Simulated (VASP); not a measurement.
Computed with PBEsol GGA, VASP's PBE PAW potentials (set 64) (plane waves; VASP).

The input files of a VASP run:

File POSCAR:
```
PdSb
1.0
  0.0000000000   3.2100670000   3.2100670000
  3.2100670000   0.0000000000   3.2100670000
  3.2100670000   3.2100670000   0.0000000000
Pd Sb
1 1
Cart
  0.0000000000   0.0000000000   0.0000000000
  1.6050335000   1.6050335000   1.6050335000
```

KPOINTS:
```
kpoints
0
Gamma
 9 9 9
0 0 0
```

INCAR:
```
SYSTEM  =  PdSb
PREC  =  Accurate; ENCUT  =  400; LREAL  =  .FALSE.
LASPH  =  .TRUE.
EDIFF  =  1E-6; NELM  =  100; ALGO  =  Normal
LMAXMIX  =  4
ISMEAR  =  1; SIGMA  =  0.1
GGA  =  PS
IBRION  =  2; NSW  =  60; ISIF  =  3
EDIFFG  =  -0.01
LWAVE  =  .FALSE.; LCHARG  =  .FALSE.
```

POTCAR, in this order: Pd Sb (PBE.64 set). Program: vasp_std.

Energy and stress use the plane-wave basis of the starting cell. Unless said otherwise, spin-orbit coupling is left out, though it shifts the bands of the heavy elements here.

Problem. Predict the energy per atom (σ→0), volume per atom, band gap (on the k-mesh).

Solution. 
```yaml
energy per atom (σ→0): -5.256 eV/atom
band gap (on the k-mesh): none (metal, semimetal or under 0.01 eV)
volume_per_atom: 25.87 Å³/atom
```

File OSZICAR:
```
...
DAV:   1    -0.105130518413E+02   -0.20307E-02   -0.28716E-02   788   0.202E+00    0.297E-01
DAV:   2    -0.105116037317E+02    0.14481E-02   -0.16366E-02   788   0.147E+00    0.135E-01
DAV:   3    -0.105111769120E+02    0.42682E-03   -0.17883E-03   776   0.503E-01    0.376E-02
DAV:   4    -0.105111494958E+02    0.27416E-04   -0.22987E-04   782   0.876E-02    0.148E-02
DAV:   5    -0.105111462228E+02    0.32730E-05   -0.14194E-05   818   0.391E-02    0.130E-02
DAV:   6    -0.105111472608E+02   -0.10380E-05   -0.13695E-06   523   0.123E-02    0.290E-03
DAV:   7    -0.105111468723E+02    0.38845E-06   -0.15080E-06   391   0.119E-02
   6 F= -.10511147E+02 E0= -.10511651E+02  d E =-.146634E-03
```

The structure was generated: PdSb was put into the zinc blende type (F-43m), which need not be its known phase. This run relaxes it. Symmetry was kept, so distortions that lower it aren't found. The electron count is odd and the run is not spin-polarised, which forces a metal.
